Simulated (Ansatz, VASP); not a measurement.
## Cross-check of Ru (Ruthenium) between VASP and Ansatz

One calculation is typed for both programs; each brings its own data sets. How far apart do they land? The cell is taken from a series of runs on this material, whose earlier steps may have relaxed, scaled, displaced or heated it; both programs get it as it stands.

Program: Ansatz 0.2.0. Level of theory: plane waves, with VASP 6.6.1 beside it; zone-centre phonons at PBEsol. Results are calculated unless marked as measured.

## 1. Set-up

The structure is hexagonal, space group P6_3/mmc (No. 194). The conventional cell has a = 2.664 Å, b = 2.664 Å, c = 4.273 Å, α = 90.00°, β = 90.00°, γ = 120.00°. Ru has 12 Ru at 2.63 to 2.66 Å nearest.

Structure file:

```xyz
2
Lattice="2.6636 0.0000 0.0000 -1.3318 2.3067 0.0000 0.0000 0.0000 4.2730" Properties=species:S:1:pos:R:3 pbc="T T T"
Ru    0.0000    1.5378    1.0682
Ru    1.3318    0.7689    3.2047
```

## 2. VASP: zone-centre phonons, PBEsol

Second derivatives magnify differences that forces hide, and they need a tight electronic threshold.

Lines of VASP's logs that name or quote its potential files are left out, and so is its time.

The input, INCAR:

```
SYSTEM = Ru
PREC = Accurate
ENCUT = 500
EDIFF = 1E-08
NELM = 120
ISMEAR = 1
SIGMA = 0.2
LREAL = .FALSE.
ALGO = Normal
GGA = PS
NBANDS = 20
LASPH = .TRUE.
LORBIT = 11
LWAVE = .FALSE.
LCHARG = .FALSE.
ISIF = 2
IBRION = 8
GGA_COMPAT = .FALSE.
KPAR = 2
```

The input, POSCAR:

```
Ru
1.0
    2.6635941709      0.0000000000      0.0000000000
   -1.3317970854      2.3067402174      0.0000000000
    0.0000000000      0.0000000000      4.2729828517
Ru
2
Direct
    0.3333333333      0.6666666667      0.2500000000
    0.6666666667      0.3333333333      0.7500000000
```

The input, KPOINTS:

```
Automatic mesh
0
Gamma
18 18 12
0 0 0
```

Potentials, in the order of the species: Ru_pv (PBE family, release 64).

Started as:

```console
$ mpirun -np 2 vasp_std
```

Numbers of over 12 decimals in the logs are rounded to 6 here.

The log of the run:

```text
[banner, memory and clock lines left out]
running    2 mpi-ranks, on    1 nodes
 distrk:  each k-point on    1 cores,    2 groups
 distr:  one band on    1 cores,    1 groups

 POSCAR found type information on POSCAR Ru
 POSCAR found :  1 types and       2 ions
|                                                                             |
|               ----> ADVICE to this user running VASP <----                  |
|                                                                             |
|     You enforced a specific xc type in the INCAR file but a different       |
|     [... a line on the potential file left out ...]
|     I HOPE YOU KNOW WHAT YOU ARE DOING!                                     |
|                                                                             |

 LDA part: xc-table for (Slater+PW92), standard interpolation
 POSCAR, INCAR and KPOINTS ok, starting setup
 FFT: planning ... GRIDC
 FFT: planning ... GRID_SOFT
 FFT: planning ... GRID
 WAVECAR not read
 entering main loop
       N       E                     dE             d eps       ncg     rms          rms(c)
DAV:   1     0.280080178179E+03    0.28008E+03   -0.17410E+04 10384   0.152E+03
DAV:   2    -0.159856283919E+02   -0.29607E+03   -0.28762E+03 10648   0.455E+02
DAV:   3    -0.218532721502E+02   -0.58676E+01   -0.58253E+01 11864   0.715E+01
DAV:   4    -0.218987457646E+02   -0.45474E-01   -0.45437E-01 13268   0.596E+00
DAV:   5    -0.218993930262E+02   -0.64726E-03   -0.64556E-03 11588   0.617E-01    0.209E+01
DAV:   6    -0.204340402112E+02    0.14654E+01   -0.33340E+00 12100   0.184E+01    0.565E+00
DAV:   7    -0.203399522744E+02    0.94088E-01   -0.63353E-01 11904   0.589E+00    0.103E+00
DAV:   8    -0.203314275716E+02    0.85247E-02   -0.24459E-02 11676   0.124E+00    0.425E-01
DAV:   9    -0.203298906896E+02    0.15369E-02   -0.26155E-03 11892   0.579E-01    0.441E-02
DAV:  10    -0.203298770865E+02    0.13603E-04   -0.18363E-04 11628   0.139E-01    0.269E-02
DAV:  11    -0.203298782300E+02   -0.11435E-05   -0.52881E-06 12040   0.222E-02    0.184E-03
DAV:  12    -0.203298782152E+02    0.14825E-07   -0.39155E-07 11608   0.576E-03    0.140E-03
DAV:  13    -0.203298782370E+02   -0.21815E-07   -0.51879E-09  7724   0.758E-04    0.327E-04
DAV:  14    -0.203298782437E+02   -0.66534E-08   -0.82021E-10  7132   0.258E-04
   1 F= -.20329878E+02 E0= -.20330018E+02  d E =0.420096E-03
 Linear response reoptimize wavefunctions to high precision
DAV:   1    -0.203298782409E+02    0.28062E-08   -0.35409E-10  7116   0.207E-04
DAV:   2    -0.203298782409E+02   -0.81855E-11   -0.21073E-11  6696   0.494E-05
 Linear response DOF=           2
 Linear response progress:
  Degree of freedom:   1/  2
       N       E                     dE             d eps       ncg     rms          rms(c)
RMM:   1    -0.513429323680E+00   -0.51343E+00    0.28664E+00 46345   0.594E+01
RMM:   2    -0.614249769150E+00   -0.10082E+00   -0.11316E-01 63553   0.285E+00    0.151E-01
RMM:   3    -0.612761704738E+00    0.14881E-02   -0.35912E-03 73770   0.496E-01    0.680E-02
RMM:   4    -0.611326794568E+00    0.14349E-02   -0.51219E-04 73730   0.180E-01    0.258E-02
RMM:   5    -0.611109599561E+00    0.21720E-03   -0.39344E-05 87993   0.450E-02    0.101E-02
RMM:   6    -0.611005118465E+00    0.10448E-03   -0.38634E-05 78042   0.125E-02    0.533E-03
RMM:   7    -0.611000792338E+00    0.43261E-05   -0.33466E-05 77932   0.695E-03    0.734E-04
RMM:   8    -0.611021347508E+00   -0.20555E-04   -0.21878E-05 94520   0.238E-03    0.329E-04
RMM:   9    -0.611028942653E+00   -0.75951E-05   -0.12250E-05 86800   0.103E-03    0.646E-05
RMM:  10    -0.611029449270E+00   -0.50662E-06   -0.74496E-06100874   0.563E-04    0.197E-05
RMM:  11    -0.611029813815E+00   -0.36455E-06   -0.39726E-06 87104   0.354E-04    0.853E-06
RMM:  12    -0.611029813365E+00    0.45037E-09   -0.24781E-06 94835   0.259E-04    0.384E-06
RMM:  13    -0.611029759825E+00    0.53540E-07   -0.14572E-06102898   0.206E-04    0.155E-06
RMM:  14    -0.611029810383E+00   -0.50558E-07   -0.88517E-07 91016   0.180E-04    0.357E-07
RMM:  15    -0.611029820514E+00   -0.10131E-07   -0.55679E-07 92523   0.162E-04    0.423E-07
RMM:  16    -0.611029834743E+00   -0.14228E-07   -0.37572E-07 85298   0.153E-04    0.177E-07
RMM:  17    -0.611029843901E+00   -0.91585E-08   -0.24561E-07 78857   0.148E-04    0.106E-07
RMM:  18    -0.611029839277E+00    0.46244E-08   -0.18082E-07 68041   0.144E-04    0.304E-07
RMM:  19    -0.611029842386E+00   -0.31095E-08   -0.12468E-07 66459   0.142E-04    0.236E-07
RMM:  20    -0.611029840488E+00    0.18982E-08   -0.10082E-07 65904   0.140E-04    0.382E-07
RMM:  21    -0.611029844504E+00   -0.40156E-08   -0.74999E-08 67051   0.140E-04    0.238E-07
 first order change of Fermi-energy  -0.27782E-05
 force on displaced ion       1 direction 1 :  -8.028   0.001   0.000
 Linear response progress:
  Degree of freedom:   2/  2
       N       E                     dE             d eps       ncg     rms          rms(c)
RMM:   1    -0.633746900098E+00   -0.63375E+00    0.34246E+00 15976   0.602E+01
RMM:   2    -0.747074310304E+00   -0.11333E+00   -0.12844E-01 22040   0.299E+00    0.149E-01
RMM:   3    -0.746943013835E+00    0.13130E-03   -0.25743E-03 25617   0.466E-01    0.751E-02
RMM:   4    -0.746149905251E+00    0.79311E-03   -0.50867E-04 25019   0.172E-01    0.229E-02
RMM:   5    -0.745997690557E+00    0.15221E-03    0.66530E-05 29617   0.540E-02    0.159E-02
RMM:   6    -0.745940651224E+00    0.57039E-04   -0.27981E-05 26470   0.181E-02    0.110E-02
RMM:   7    -0.745875081692E+00    0.65570E-04   -0.33290E-05 25479   0.102E-02    0.252E-03
RMM:   8    -0.745862421771E+00    0.12660E-04    0.80992E-06 30018   0.422E-03    0.704E-04
RMM:   9    -0.745869927858E+00   -0.75061E-05    0.25425E-07 28802   0.161E-03    0.941E-05
RMM:  10    -0.745870725409E+00   -0.79755E-06   -0.15051E-07 28580   0.694E-04    0.400E-05
RMM:  11    -0.745871884831E+00   -0.11594E-05   -0.20014E-06 31456   0.398E-04    0.118E-05
RMM:  12    -0.745871987153E+00   -0.10232E-06    0.21618E-07 30024   0.275E-04    0.445E-06
RMM:  13    -0.745872226643E+00   -0.23949E-06   -0.14397E-06 34148   0.207E-04    0.169E-06
RMM:  14    -0.745872167281E+00    0.59362E-07   -0.26217E-07 32867   0.172E-04    0.153E-06
RMM:  15    -0.745872325146E+00   -0.15787E-06   -0.12711E-06 30151   0.161E-04    0.207E-06
RMM:  16    -0.745872242327E+00    0.82819E-07   -0.50293E-07 29437   0.149E-04    0.167E-07
RMM:  17    -0.745872276518E+00   -0.34191E-07   -0.71227E-07 24548   0.141E-04    0.228E-07
RMM:  18    -0.745872269049E+00    0.74686E-08   -0.54156E-07 23355   0.137E-04    0.229E-07
RMM:  19    -0.745872270475E+00   -0.14256E-08   -0.44946E-07 27707   0.135E-04    0.879E-08
 first order change of Fermi-energy   0.86184E-04
 force on displaced ion       1 direction 3 :  -0.000   0.000 -13.564
 Linear response finished
```

OUTCAR, selected parts (step 2):

```text
ion  position               nearest neighbor table
   1  0.333  0.667  0.250-   2 2.63   2 2.63   2 2.63   2 2.63   2 2.63   2 2.63
   2  0.667  0.333  0.750-   1 2.63   1 2.63   1 2.63   1 2.63   1 2.63   1 2.63

  LATTYP: Found a hexagonal cell.
 ALAT       =     2.6635941709
 C/A-ratio  =     1.6042169255

 Subroutine GETGRP returns: Found 24 space group operations
 (whereof 12 operations were pure point group operations)

The static configuration has the point symmetry D_3d.
 The point group associated with its full space group is D_6h.

 Found    259 irreducible k-points:

   k-points           NKPTS =    259   k-points in BZ     NKDIM =    259   number of bands    NBANDS=     20

   dimension x,y,z NGX =    20 NGY =   20 NGZ =   32
   dimension x,y,z NGXF=    40 NGYF=   40 NGZF=   64

   ENCUT  =  500.0 eV  36.75 Ry    6.06 a.u.   4.86  4.86  7.79*2*pi/ulx,y,z

   NELECT =      28.0000    total number of electrons

 k-points in reciprocal lattice and weights: Automatic mesh
   0.00000000  0.00000000  0.00000000       0.000
   0.05555556  0.00000000  0.00000000       0.002
   0.11111111  0.00000000  0.00000000       0.002
   0.16666667  0.00000000  0.00000000       0.002
   0.22222222  0.00000000  0.00000000       0.002
   0.27777778  0.00000000  0.00000000       0.002
   0.33333333  0.00000000  0.00000000       0.002
   0.38888889  0.00000000  0.00000000       0.002
   0.44444444  0.00000000  0.00000000       0.002
[...]
0.33333333  0.27777778  0.50000000       0.003
   0.33333333  0.33333333  0.50000000       0.001

 average (electrostatic) potential at core
       1 -66.5426       2 -66.5426

  Total        1.2442053      1.2442053     -0.0110547      0.0000000      0.0000000     -0.0000000
  in kB       75.9284828     75.9284828     -0.6746207      0.0000000      0.0000000     -0.0000000
  external PRESSURE =      50.3941150 kB  Pullay stress =       0.0000000 kB

  energy-cutoff  :      500.00
  volume of cell :       26.25
      direct lattice vectors                 reciprocal lattice vectors
     2.663594171  0.000000000  0.000000000     0.375432568  0.216756094  0.000000000
    -1.331797085  2.306740217  0.000000000     0.000000000  0.433512189  0.000000000
     0.000000000  0.000000000  4.272982852     0.000000000  0.000000000  0.234028554

 POSITION                                       TOTAL-FORCE (eV/Angst)
 -----------------------------------------------------------------------------------
     -0.00000      1.53783      1.06825         0.000000      0.000000      0.000000
      1.33180      0.76891      3.20474        -0.000000     -0.000000      0.000000
 -----------------------------------------------------------------------------------
    total drift:                               -0.000000      0.000000     -0.000000

 Eigenvectors and eigenvalues of the dynamical matrix
 ----------------------------------------------------

   1 f  =    8.099345 THz    50.889684 2PiTHz  270.165063 cm-1    33.496184 meV
             X         Y         Z           dx          dy          dz
     -0.000000  1.537827  1.068246    -0.000000    0.000000   -0.707107
      1.331797  0.768913  3.204737     0.000000    0.000000    0.707107

   2 f  =    6.230824 THz    39.149424 2PiTHz  207.837931 cm-1    25.768608 meV
             X         Y         Z           dx          dy          dz
     -0.000000  1.537827  1.068246    -0.355475   -0.611259    0.000000
      1.331797  0.768913  3.204737     0.355475    0.611259    0.000000

   3 f  =    6.230824 THz    39.149424 2PiTHz  207.837931 cm-1    25.768608 meV
             X         Y         Z           dx          dy          dz
     -0.000000  1.537827  1.068246     0.611259   -0.355475   -0.000000
      1.331797  0.768913  3.204737    -0.611259    0.355475    0.000000

   4 f  =    0.000000 THz     0.000000 2PiTHz    0.000000 cm-1     0.000000 meV
             X         Y         Z           dx          dy          dz
     -0.000000  1.537827  1.068246     0.000000    0.000000    0.707107
      1.331797  0.768913  3.204737    -0.000000    0.000000    0.707107

   5 f/i=    0.000000 THz     0.000000 2PiTHz    0.000002 cm-1     0.000000 meV
             X         Y         Z           dx          dy          dz
     -0.000000  1.537827  1.068246    -0.658585   -0.257420   -0.000000
      1.331797  0.768913  3.204737    -0.658585   -0.257420    0.000000

   6 f/i=    0.000000 THz     0.000000 2PiTHz    0.000002 cm-1     0.000000 meV
             X         Y         Z           dx          dy          dz
     -0.000000  1.537827  1.068246    -0.257420    0.658585   -0.000000
      1.331797  0.768913  3.204737    -0.257420    0.658585    0.000000

 ELASTIC MODULI CONTR FROM IONIC RELAXATION (kBar)
 Direction    XX          YY          ZZ          XY          YZ          ZX
 --------------------------------------------------------------------------------
 XX         -76.9586     76.9586     -0.0000     -0.0000      0.0000      0.0000
 YY          76.9586    -76.9586      0.0000     -0.0000     -0.0000     -0.0000
 ZZ          -0.0000      0.0000     -0.0000     -0.0000      0.0000      0.0000
 XY          -0.0000     -0.0000     -0.0000    -76.9586     -0.0000     -0.0000
 YZ           0.0000     -0.0000      0.0000     -0.0000     -0.0000     -0.0000
 ZX           0.0000     -0.0000      0.0000     -0.0000     -0.0000     -0.0000
 --------------------------------------------------------------------------------
```

(Part 1 of 2 ends here.)

[Lines on the potential files, build, host, timing and source positions are cut from VASP's logs without a mark.]

[Logs are printed without paths, hosts, clocks, repeated set-up lines and the standing remarks that a program may print on its own settings, such as how far it seeks lower states.]

[Hosts, paths, dates, database ids (printed as entryN), source tags and the programs' standing remarks are cut or masked in the printed files.]
